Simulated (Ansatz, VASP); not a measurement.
# Two plane-wave programs on BiAs2

```
CELL_PARAMETERS angstrom
4.69340 0.00000 0.00000
-2.34670 4.06460 0.00000
0.00000 0.00000 3.79013
ATOMIC_POSITIONS crystal
Bi 0.00000 0.00000 0.00000
As 0.33333 0.66667 0.50000
As 0.66667 0.33333 0.50000
```

Change from the starting cell: species swapped into the HoSi2 type (P6/mmm, No. 191).

Alike in both runs: functional PBE; k mesh 12 × 12 × 12; occupations gaussian, width 0.1 eV; no spin polarisation.

Ansatz relaxed the structure, and its values are those at the end. VASP's run is a single point on that final structure, the one shown.

```csv
,VASP,Ansatz
version,VASP 6.6.1,Ansatz 0.2.0
potentials or method,"VASP PAW PBE potentials, release 64 (Bi_d, As)","scalar-relativistic, plane waves, PAW"
plane-wave cutoff (eV),520,420
valence electrons in the cell,25,45
```

|  | VASP | Ansatz | Ansatz less VASP |
| --- | --- | --- | --- |
| gap on the k mesh at the Fermi level (eV) | none | none | - |
| pressure (GPa) | 0.0 | 0.0 | -0.05 |

A gap of «none» marks a metal or a gap that the smearing closes. With one functional, cell and mesh, what is left measures potentials, basis and numerics. The two sets of potentials don't hold the same shells in valence.

Caveats: spin-orbit coupling is left out, which moves the levels of the heavy elements.
